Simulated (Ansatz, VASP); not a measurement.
**MoSeS in two plane-wave programs**

Wanted: the spread between two codes on one cell, functional and k mesh. The cell is taken from a series of runs on this material, whose earlier steps may have relaxed, scaled, displaced or heated it; both programs get it as it stands.

Program: Ansatz 0.2.0. Level of theory: plane waves, with VASP 6.6.1 beside it; PBEsol. Results are calculated unless marked as measured.

### 1. Starting point

The cell holds 3 atoms: 1 Mo, 1 S and 1 Se. Cell: a = 3.171 Å, b = 3.171 Å, c = 30.400 Å, α = 90.0°, β = 90.0°, γ = 120.0°. Vacuum lies along c.

### 2. VASP: zone-centre phonons, PBEsol, pair 1

Second derivatives magnify differences that forces hide, and they need a tight electronic threshold.

Lines of VASP's logs that name or quote its potential files are left out, and so is its time.

INCAR

```
SYSTEM = MoSeS
PREC = Accurate
ENCUT = 500
EDIFF = 1E-08
NELM = 120
ISMEAR = 0
SIGMA = 0.01
LREAL = .FALSE.
ALGO = Normal
GGA = PS
NBANDS = 19
LASPH = .TRUE.
LORBIT = 11
LWAVE = .FALSE.
LCHARG = .FALSE.
ISIF = 2
IBRION = 8
GGA_COMPAT = .FALSE.
EFERMI = MIDGAP
NELMDL = -8
KPAR = 2
```

POSCAR

```
MoSeS
1.0
    3.1710771062      0.0000000000      0.0000000000
   -1.5855385531      2.7462333314      0.0000000000
    0.0000000000      0.0000000000     30.4000000000
Mo S Se
1 1 1
Direct
    0.3333333333      0.6666666667      0.3297556088
    0.6666666666      0.3333333334      0.3802726642
    0.6666666666      0.3333333334      0.2735243587
```

KPOINTS

```
Automatic mesh
0
Gamma
12 12 1
0 0 0
```

The projector-augmented-wave data sets are Mo_sv, S and Se (PBE family, release 64).

Command:

```bash
> mpirun -np 2 vasp_std
```

Numbers of over 12 decimals in the logs are rounded to 6 here.

Output:

```text
[banner, memory and clock lines left out]
running    2 mpi-ranks, on    1 nodes
 distrk:  each k-point on    1 cores,    2 groups
 distr:  one band on    1 cores,    1 groups

 POSCAR found type information on POSCAR MoS Se
 POSCAR found :  3 types and       3 ions
|                                                                             |
|               ----> ADVICE to this user running VASP <----                  |
|                                                                             |
|     You enforced a specific xc type in the INCAR file but a different       |
|     [... a line on the potential file left out ...]
|     I HOPE YOU KNOW WHAT YOU ARE DOING!                                     |
|                                                                             |

 LDA part: xc-table for (Slater+PW92), standard interpolation
 POSCAR, INCAR and KPOINTS ok, starting setup
 FFT: planning ... GRIDC
 FFT: planning ... GRID_SOFT
 FFT: planning ... GRID
 WAVECAR not read
 entering main loop
       N       E                     dE             d eps       ncg     rms          rms(c)
DAV:   1     0.148038739554E+03    0.14804E+03   -0.12548E+04  1026   0.990E+02
DAV:   2    -0.112464122299E+02   -0.15929E+03   -0.15577E+03  1037   0.212E+02
DAV:   3    -0.235718509803E+02   -0.12325E+02   -0.12267E+02   957   0.555E+01
DAV:   4    -0.237271284847E+02   -0.15528E+00   -0.15477E+00   963   0.680E+00
DAV:   5    -0.237299976311E+02   -0.28691E-02   -0.28686E-02   948   0.911E-01
DAV:   6    -0.237300996415E+02   -0.10201E-03   -0.10201E-03   951   0.158E-01
DAV:   7    -0.237301046568E+02   -0.50153E-05   -0.50152E-05   967   0.313E-02
DAV:   8    -0.237301049168E+02   -0.25992E-06   -0.25985E-06   975   0.657E-03    0.231E+01
DAV:   9    -0.228212636496E+02    0.90884E+00   -0.80689E+00   797   0.182E+01    0.741E+00
DAV:  10    -0.226953228448E+02    0.12594E+00   -0.47791E+00   781   0.122E+01    0.570E+00
DAV:  11    -0.224786035384E+02    0.21672E+00   -0.12322E+00   780   0.660E+00    0.128E+00
DAV:  12    -0.224749620162E+02    0.36415E-02   -0.45349E-02   844   0.135E+00    0.742E-01
DAV:  13    -0.224723760184E+02    0.25860E-02   -0.11405E-02   814   0.755E-01    0.151E-01
DAV:  14    -0.224721748751E+02    0.20114E-03   -0.11005E-03   953   0.189E-01    0.641E-02
[...]
DAV:  24    -0.224729476550E+02   -0.77950E-05   -0.25604E-07   754   0.133E-03    0.379E-04
DAV:  25    -0.224729500020E+02   -0.23470E-05   -0.35373E-08   825   0.474E-04    0.285E-04
DAV:  26    -0.224729516903E+02   -0.16884E-05   -0.23851E-08   735   0.434E-04    0.131E-04
DAV:  27    -0.224729525439E+02   -0.85355E-06   -0.10684E-08   777   0.267E-04    0.150E-04
DAV:  28    -0.224729527320E+02   -0.18810E-06   -0.11125E-10   670   0.116E-04    0.106E-04
DAV:  29    -0.224729527973E+02   -0.65302E-07    0.37147E-10   556   0.109E-04    0.167E-05
DAV:  30    -0.224729528152E+02   -0.17934E-07    0.70238E-10   512   0.407E-05    0.171E-05
DAV:  31    -0.224729528176E+02   -0.23870E-08    0.79394E-10   511   0.172E-05
   1 F= -.22472953E+02 E0= -.22472953E+02  d E =0.000000E+00
 Linear response reoptimize wavefunctions to high precision
DAV:   1    -0.224729528186E+02   -0.97316E-09    0.81008E-10   516   0.116E-05
DAV:   2    -0.224729528186E+02   -0.45475E-10    0.81507E-10   511   0.412E-06
 Linear response DOF=           6
 Linear response progress:
  Degree of freedom:   1/  6
       N       E                     dE             d eps       ncg     rms          rms(c)
RMM:   1    -0.769022984685E+00   -0.76902E+00    0.37779E+00  3026   0.207E+01
RMM:   2    -0.564323480577E+00    0.20470E+00   -0.29111E-01  4211   0.369E+00    0.178E-01
RMM:   3    -0.563442457696E+00    0.88102E-03   -0.78219E-03  5690   0.565E-01    0.961E-02
RMM:   4    -0.562357679946E+00    0.10848E-02   -0.63349E-04  6506   0.181E-01    0.344E-02
RMM:   5    -0.562200912645E+00    0.15677E-03   -0.29044E-05  6743   0.547E-02    0.642E-03
RMM:   6    -0.562276400866E+00   -0.75488E-04    0.99883E-06  6247   0.190E-02    0.198E-03
RMM:   7    -0.562316787220E+00   -0.40386E-04    0.16184E-06  6203   0.823E-03    0.997E-04
RMM:   8    -0.562319876816E+00   -0.30896E-05    0.79460E-06  6642   0.361E-03    0.447E-04
RMM:   9    -0.562315465297E+00    0.44115E-05    0.65775E-07  6480   0.209E-03    0.141E-04
RMM:  10    -0.562318332022E+00   -0.28667E-05    0.60779E-07  6147   0.104E-03    0.730E-05
RMM:  11    -0.562320298669E+00   -0.19666E-05   -0.21613E-08  6318   0.586E-04    0.221E-05
RMM:  12    -0.562320853566E+00   -0.55490E-06    0.14648E-07  6877   0.306E-04    0.106E-05
RMM:  13    -0.562321205125E+00   -0.35156E-06   -0.45055E-08  6775   0.170E-04    0.295E-06
RMM:  14    -0.562321152727E+00    0.52398E-07   -0.39196E-08  6309   0.933E-05    0.437E-06
RMM:  15    -0.562321255896E+00   -0.10317E-06    0.27171E-10  6511   0.569E-05    0.242E-06
RMM:  16    -0.562321321688E+00   -0.65792E-07   -0.86070E-09  6667   0.350E-05    0.122E-06
RMM:  17    -0.562321354128E+00   -0.32441E-07   -0.54880E-09  6620   0.216E-05    0.587E-07
RMM:  18    -0.562321370796E+00   -0.16668E-07   -0.17560E-08  6212   0.140E-05    0.278E-07
RMM:  19    -0.562321386069E+00   -0.15273E-07   -0.70103E-09  5758   0.981E-06    0.113E-07
RMM:  20    -0.562321381803E+00    0.42660E-08   -0.32346E-11  4353   0.700E-06    0.197E-07
[...]
RMM:  17    -0.759704554382E+00   -0.29444E-07    0.83350E-08  1351   0.291E-05    0.228E-06
RMM:  18    -0.759704555922E+00   -0.15399E-08    0.48555E-08  1332   0.165E-05    0.117E-06
 first order change of Fermi-energy  -0.10548E+01
 force on displaced ion       1 direction 3 :  -0.000   0.000 -29.761
 Linear response progress:
  Degree of freedom:   3/  6
       N       E                     dE             d eps       ncg     rms          rms(c)
RMM:   1    -0.106267809724E+00   -0.10627E+00   -0.12780E-01  6938   0.175E+00
RMM:   2    -0.912714586402E-01    0.14996E-01   -0.12086E-02  4731   0.552E-01    0.127E-01
RMM:   3    -0.916292939488E-01   -0.35784E-03   -0.47695E-04  4781   0.123E-01    0.727E-02
RMM:   4    -0.918753305392E-01   -0.24604E-03   -0.70435E-05  4916   0.490E-02    0.139E-02
RMM:   5    -0.918557892530E-01    0.19541E-04   -0.34802E-06  5245   0.106E-02    0.591E-03
RMM:   6    -0.918361329214E-01    0.19656E-04   -0.44746E-07  5108   0.383E-03    0.197E-03
RMM:   7    -0.918460035091E-01   -0.98706E-05   -0.14421E-07  4997   0.140E-03    0.542E-04
RMM:   8    -0.918455217642E-01    0.48174E-06    0.51224E-08  5327   0.317E-04    0.152E-04
RMM:   9    -0.918443676577E-01    0.11541E-05    0.63993E-09  4908   0.133E-04    0.231E-05
RMM:  10    -0.918446110453E-01   -0.24339E-06   -0.26868E-08  5174   0.372E-05    0.794E-06
RMM:  11    -0.918446649079E-01   -0.53863E-07    0.14792E-08  5509   0.144E-05    0.359E-06
RMM:  12    -0.918446911275E-01   -0.26220E-07    0.19877E-08  5032   0.767E-06    0.137E-06
RMM:  13    -0.918446853953E-01    0.57322E-08    0.13526E-08  4617   0.413E-06    0.709E-07
 first order change of Fermi-energy   0.12792E-03
 force on displaced ion       2 direction 1 : -10.055   0.000   0.000
 Linear response progress:
  Degree of freedom:   4/  6
       N       E                     dE             d eps       ncg     rms          rms(c)
RMM:   1    -0.173561018873E+00   -0.17356E+00   -0.11259E-01  1795   0.185E+00
RMM:   2    -0.156582501831E+00    0.16979E-01   -0.14600E-02  1221   0.591E-01    0.364E-01
RMM:   3    -0.156703961078E+00   -0.12146E-03   -0.11193E-03  1149   0.183E-01    0.270E-01
RMM:   4    -0.156934511713E+00   -0.23055E-03   -0.53095E-04  1111   0.132E-01    0.676E-02
RMM:   5    -0.156832721137E+00    0.10179E-03   -0.24236E-04  1095   0.948E-02    0.293E-02
RMM:   6    -0.156848426069E+00   -0.15705E-04   -0.13558E-05  1193   0.225E-02    0.699E-03
RMM:   7    -0.156850308724E+00   -0.18827E-05   -0.11249E-06  1288   0.591E-03    0.313E-03
RMM:   8    -0.156853791410E+00   -0.34827E-05   -0.13973E-07  1262   0.145E-03    0.121E-03
RMM:   9    -0.156856668382E+00   -0.28770E-05   -0.20093E-08  1170   0.870E-04    0.723E-04
RMM:  10    -0.156859517637E+00   -0.28493E-05   -0.15843E-08  1265   0.422E-04    0.173E-04
RMM:  11    -0.156860898704E+00   -0.13811E-05   -0.16825E-08  1211   0.344E-04    0.135E-04
RMM:  12    -0.156862983269E+00   -0.20846E-05   -0.16624E-08  1236   0.285E-04    0.791E-05
RMM:  13    -0.156863711629E+00   -0.72836E-06    0.98488E-09  1257   0.128E-04    0.367E-05
RMM:  14    -0.156863930157E+00   -0.21853E-06    0.65275E-09  1282   0.901E-05    0.212E-05
RMM:  15    -0.156863893472E+00    0.36685E-07    0.32598E-08  1377   0.768E-05    0.171E-05
RMM:  16    -0.156863963041E+00   -0.69570E-07   -0.41357E-08  1304   0.330E-05    0.812E-06
RMM:  17    -0.156863959212E+00    0.38288E-08    0.20607E-08  1291   0.298E-05    0.748E-06
 first order change of Fermi-energy   0.38131E+00
 force on displaced ion       2 direction 3 :  -0.000   0.000 -17.152
 Linear response progress:
  Degree of freedom:   5/  6
       N       E                     dE             d eps       ncg     rms          rms(c)
RMM:   1    -0.734041955923E-01   -0.73404E-01   -0.23140E-02  6924   0.124E+00
RMM:   2    -0.671986307954E-01    0.62056E-02   -0.67314E-03  4712   0.367E-01    0.864E-02
RMM:   3    -0.673470855314E-01   -0.14845E-03   -0.59563E-04  4950   0.772E-02    0.517E-02
RMM:   4    -0.675015074429E-01   -0.15442E-03   -0.66791E-05  4897   0.415E-02    0.631E-03
RMM:   5    -0.674799436509E-01    0.21564E-04   -0.57727E-06  5203   0.944E-03    0.219E-03
RMM:   6    -0.674754747528E-01    0.44689E-05   -0.29178E-07  5422   0.282E-03    0.639E-04
RMM:   7    -0.674772941098E-01   -0.18194E-05   -0.34946E-08  5192   0.639E-04    0.119E-04
RMM:   8    -0.674775949951E-01   -0.30089E-06   -0.17585E-08  5328   0.185E-04    0.521E-05
RMM:   9    -0.674776404090E-01   -0.45414E-07    0.45032E-09  5184   0.668E-05    0.271E-05
RMM:  10    -0.674776794842E-01   -0.39075E-07    0.48931E-10  5232   0.356E-05    0.502E-06
RMM:  11    -0.674776843984E-01   -0.49142E-08   -0.39875E-09  5509   0.931E-06    0.222E-06
 first order change of Fermi-energy   0.83563E-04
 force on displaced ion       3 direction 1 :  -8.840  -0.000  -0.000
 Linear response progress:
  Degree of freedom:   6/  6
       N       E                     dE             d eps       ncg     rms          rms(c)
RMM:   1    -0.143271859521E+00   -0.14327E+00   -0.94387E-03  1806   0.139E+00
RMM:   2    -0.133803767332E+00    0.94681E-02   -0.75975E-03  1210   0.392E-01    0.267E-01
RMM:   3    -0.133743257222E+00    0.60510E-04   -0.89036E-04  1154   0.135E-01    0.220E-01
RMM:   4    -0.133859084785E+00   -0.11583E-03   -0.38118E-04  1130   0.113E-01    0.551E-02
RMM:   5    -0.133811021534E+00    0.48063E-04   -0.12669E-04  1096   0.709E-02    0.117E-02
RMM:   6    -0.133811414486E+00   -0.39295E-06   -0.74563E-06  1300   0.156E-02    0.540E-03
RMM:   7    -0.133809780089E+00    0.16344E-05   -0.86367E-07  1187   0.589E-03    0.196E-03
RMM:   8    -0.133813172115E+00   -0.33920E-05   -0.73443E-08  1189   0.217E-03    0.819E-04
RMM:   9    -0.133818645525E+00   -0.54734E-05   -0.49270E-08  1271   0.101E-03    0.246E-04
RMM:  10    -0.133820829156E+00   -0.21836E-05   -0.66184E-08  1245   0.463E-04    0.178E-04
RMM:  11    -0.133825284053E+00   -0.44549E-05   -0.13100E-07  1286   0.667E-04    0.169E-04
RMM:  12    -0.133826204366E+00   -0.92031E-06   -0.20092E-08  1275   0.321E-04    0.504E-05
RMM:  13    -0.133826553435E+00   -0.34907E-06    0.10298E-07  1310   0.163E-04    0.455E-05
RMM:  14    -0.133826622994E+00   -0.69559E-07    0.81401E-08  1323   0.132E-04    0.176E-05
RMM:  15    -0.133826631691E+00   -0.86970E-08   -0.46511E-08  1368   0.914E-05    0.133E-05
 first order change of Fermi-energy   0.67416E+00
 force on displaced ion       3 direction 3 :  -0.000   0.000 -15.953
 Linear response finished
```

OUTCAR, selected parts (step 2):

```text
ion  position               nearest neighbor table
   1  0.333  0.667  0.330-   2 2.39   2 2.39   2 2.39   3 2.50   3 2.50   3 2.50
   2  0.667  0.333  0.380-   1 2.39   1 2.39   1 2.39
   3  0.667  0.333  0.274-   1 2.50   1 2.50   1 2.50

  LATTYP: Found a hexagonal cell.
 ALAT       =     3.1710771062
 C/A-ratio  =     9.5866480006

 Subroutine GETGRP returns: Found  6 space group operations
 (whereof  6 operations were pure point group operations)

The static configuration has the point symmetry C_3v.

 Found     19 irreducible k-points:

   k-points           NKPTS =     19   k-points in BZ     NKDIM =     19   number of bands    NBANDS=     19

   dimension x,y,z NGX =    24 NGY =   24 NGZ =  224
   dimension x,y,z NGXF=    48 NGYF=   48 NGZF=  448

   ENCUT  =  500.0 eV  36.75 Ry    6.06 a.u.   5.78  5.78 55.43*2*pi/ulx,y,z

   NELECT =      26.0000    total number of electrons

 k-points in reciprocal lattice and weights: Automatic mesh
   0.00000000  0.00000000  0.00000000       0.007
   0.08333333  0.00000000  0.00000000       0.042
   0.16666667  0.00000000  0.00000000       0.042
   0.25000000 -0.00000000  0.00000000       0.042
   0.33333333 -0.00000000  0.00000000       0.042
   0.41666667 -0.00000000  0.00000000       0.042
   0.50000000 -0.00000000  0.00000000       0.021
   0.08333333  0.08333333  0.00000000       0.042
   0.16666667  0.08333333  0.00000000       0.083
[...]
0.33333333  0.25000000  0.00000000       0.083
   0.33333333  0.33333333  0.00000000       0.014

 average (electrostatic) potential at core
       1 -84.2429       2 -94.2707       3 -60.9653

  Total        0.9563486      0.9563486      0.0742446      0.0000000      0.0000000      0.0000000
  in kB        5.7877398      5.7877398      0.4493222      0.0000000      0.0000000      0.0000000
  external PRESSURE =       4.0082673 kB  Pullay stress =       0.0000000 kB

  energy-cutoff  :      500.00
  volume of cell :      264.74
      direct lattice vectors                 reciprocal lattice vectors
     3.171077106  0.000000000  0.000000000     0.315350263  0.182067559  0.000000000
    -1.585538553  2.746233331  0.000000000     0.000000000  0.364135119  0.000000000
     0.000000000  0.000000000 30.400000000     0.000000000  0.000000000  0.032894737

 POSITION                                       TOTAL-FORCE (eV/Angst)
 -----------------------------------------------------------------------------------
     -0.00000      1.83082     10.02457        -0.000000      0.000000      0.047358
      1.58554      0.91541     11.56029         0.000000      0.000000      0.003052
      1.58554      0.91541      8.31514         0.000000      0.000000     -0.050410
 -----------------------------------------------------------------------------------
    total drift:                                0.000001     -0.000000     -0.000275

 Eigenvectors and eigenvalues of the dynamical matrix
 ----------------------------------------------------

   1 f  =   13.372272 THz    84.020465 2PiTHz  446.050994 cm-1    55.303250 meV
             X         Y         Z           dx          dy          dz
     -0.000000  1.830822 10.024571     0.000000   -0.000000   -0.581887
      1.585539  0.915411 11.560289    -0.000000    0.000000    0.802830
      1.585539  0.915411  8.315141    -0.000000   -0.000000    0.129889

   2 f  =   10.741099 THz    67.488315 2PiTHz  358.284492 cm-1    44.421596 meV
             X         Y         Z           dx          dy          dz
     -0.000000  1.830822 10.024571     0.000003   -0.621887   -0.000000
      1.585539  0.915411 11.560289    -0.000003    0.755999    0.000000
      1.585539  0.915411  8.315141    -0.000001    0.204261   -0.000000

   3 f  =   10.741099 THz    67.488315 2PiTHz  358.284492 cm-1    44.421596 meV
             X         Y         Z           dx          dy          dz
     -0.000000  1.830822 10.024571    -0.621887   -0.000003   -0.000000
      1.585539  0.915411 11.560289     0.755999    0.000003    0.000000
      1.585539  0.915411  8.315141     0.204261    0.000001   -0.000000

   4 f  =    8.780792 THz    55.171345 2PiTHz  292.895703 cm-1    36.314423 meV
             X         Y         Z           dx          dy          dz
     -0.000000  1.830822 10.024571     0.000000    0.000000    0.444989
      1.585539  0.915411 11.560289    -0.000000    0.000000    0.447982
      1.585539  0.915411  8.315141    -0.000000   -0.000000   -0.775433

   5 f  =    6.251578 THz    39.279822 2PiTHz  208.530190 cm-1    25.854437 meV
             X         Y         Z           dx          dy          dz
     -0.000000  1.830822 10.024571    -0.000001    0.386464    0.000000
      1.585539  0.915411 11.560289    -0.000001    0.523137   -0.000000
      1.585539  0.915411  8.315141     0.000001   -0.759587    0.000000

   6 f  =    6.251578 THz    39.279822 2PiTHz  208.530190 cm-1    25.854437 meV
             X         Y         Z           dx          dy          dz
     -0.000000  1.830822 10.024571    -0.386464   -0.000001   -0.000000
      1.585539  0.915411 11.560289    -0.523137   -0.000001    0.000000
      1.585539  0.915411  8.315141     0.759587    0.000001   -0.000000

   7 f/i=    0.003121 THz     0.019609 2PiTHz    0.104102 cm-1     0.012907 meV
             X         Y         Z           dx          dy          dz
     -0.000000  1.830822 10.024571     0.000000    0.000000   -0.680729
      1.585539  0.915411 11.560289     0.000000    0.000000   -0.393415
      1.585539  0.915411  8.315141     0.000000    0.000000   -0.617926

   8 f/i=    0.003619 THz     0.022742 2PiTHz    0.120733 cm-1     0.014969 meV
             X         Y         Z           dx          dy          dz
     -0.000000  1.830822 10.024571    -0.115816   -0.671185   -0.000000
      1.585539  0.915411 11.560289    -0.066901   -0.387708   -0.000000
      1.585539  0.915411  8.315141    -0.105000   -0.608506   -0.000000

   9 f/i=    0.003619 THz     0.022742 2PiTHz    0.120733 cm-1     0.014969 meV
             X         Y         Z           dx          dy          dz
     -0.000000  1.830822 10.024571    -0.671185    0.115816   -0.000000
      1.585539  0.915411 11.560289    -0.387708    0.066901   -0.000000
      1.585539  0.915411  8.315141    -0.608506    0.105000   -0.000000

 ELASTIC MODULI CONTR FROM IONIC RELAXATION (kBar)
 Direction    XX          YY          ZZ          XY          YZ          ZX
 --------------------------------------------------------------------------------
 XX         -89.8293    -61.7300   -209.4861     -0.0000      2.9940      0.0000
 YY         -61.7300    -89.8293   -209.4861      0.0000     -2.9940      0.0000
 ZZ        -209.4861   -209.4861   -579.1324      0.0000      0.0000      0.0000
 XY          -0.0000      0.0000      0.0000    -14.0497      0.0000      2.3605
 YZ           2.9940     -2.9940      0.0000      0.0000   -298.1384     -0.0000
 ZX           0.0000      0.0000      0.0000      2.3605     -0.0000   -247.5151
 --------------------------------------------------------------------------------
```

This run has no spin polarisation, so a moment on Mo, if there is one, isn't seen.

[end of part 1 of 2]

[Lines on the potential files, build, host, timing and source positions are cut from VASP's logs without a mark.]

[Logs are printed without paths, hosts, clocks, repeated set-up lines and the standing remarks that a program may print on its own settings, such as how far it seeks lower states.]

[Hosts, paths, dates, database ids (printed as entryN), source tags and the programs' standing remarks are cut or masked in the printed files.]
